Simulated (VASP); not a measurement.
VASP ran on this input.

### KPOINTS
```
K-points
0
gamma
12 12 12
0 0 0
```

**INCAR**
```
SYSTEM = Lu
PREC = Accurate
ENCUT = 400
EDIFF = 1E-6
NELM = 100
ALGO = Normal
LREAL = .FALSE.
LASPH = .TRUE.
ISMEAR = 1
SIGMA = 0.1
GGA = PS
LMAXMIX = 6
LWAVE = .FALSE.
LCHARG = .FALSE.
IBRION = 2
ISIF = 3
NSW = 60
EDIFFG = -0.01
```

File POSCAR:
```
Lu
1.0
  0.0000000000   2.4573880000   2.4573880000
  2.4573880000   0.0000000000   2.4573880000
  2.4573880000   2.4573880000   0.0000000000
Lu
1
Cartesian
  0.0000000000   0.0000000000   0.0000000000
```

POTCAR, in this order: Lu_3 (PBE.64 set). Program: vasp_std.

Task: Translate this PBEsol calculation to Ansatz.

Result: One equivalent input (not run):
Ansatz 0.2 input:
```yaml
crystal:
  lattice:
    - [0.0000000, 2.4573880, 2.4573880]
    - [2.4573880, 0.0000000, 2.4573880]
    - [2.4573880, 2.4573880, 0.0000000]
  atoms:
    - { symbol: Lu, position: [0.0000000, 0.0000000, 0.0000000] }
kpoints:
  mp_grid: { grid: [12, 12, 12] }
hamiltonian:
  xc: pbesol
  pseudopotentials: { kind: paw }
scf:
  occupations: { method: methfessel_paxton, width: 0.1 }
  max_iter: 100
relax:
  max_steps: 60
  f_tol: 0.01
  cell: {}
output: { forces: true, stress: true, eigenvalues: true }
```
Limits of the translation: each code has its own PAW files, so the cut-off isn't converted (ENCUT is set for VASP's; basis.ecutwfc is left out, and Ansatz then takes the one that its files recommend); Ansatz stops its SCF on the density residual and VASP on the energy change (EDIFF).

The structure was generated: Lu was put into the fcc type (Fm-3m), which need not be its known phase. This run relaxes it. Symmetry was kept, so distortions that lower it aren't found.
